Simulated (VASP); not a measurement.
Input:

```
CELL_PARAMETERS angstrom
      4.13449     0.00000     0.00000
      0.00000     4.13449     0.00000
      0.00000     0.00000     4.13449
ATOMIC_POSITIONS crystal
  K  0.00000 0.00000 0.00000
  Zn 0.50000 0.50000 0.50000
  F  0.50000 0.00000 0.50000
  F  0.00000 0.50000 0.50000
  F  0.50000 0.50000 0.00000
```

All values below come from MS2 meta-GGA, VASP's PBE PAW potentials (set 64) (plane waves; VASP). Numerical set-up: 520 eV cut-off, 6×6×6 Γ-centred mesh, Gaussian smearing of 0.050 eV, potentials K_sv Zn F.

Task: Predict the energy per atom (σ→0), pressure, band gap (on the k-mesh) with the smallest direct gap where there is one.

Result: 
* **band gap (on the k-mesh)**: 3.84 eV
* **smallest direct gap (on the k-mesh)**: 5.48 eV
* **energy per atom (σ→0)**: -671.5 kJ/mol-atom
* **pressure**: -3.68 GPa

Total energies compare only between runs with the same potentials, cut-off and functional.

The compound is KZnF3 in the cubic perovskite structure. This cell is one point of a volume scan, at 1.06 of the reference volume.
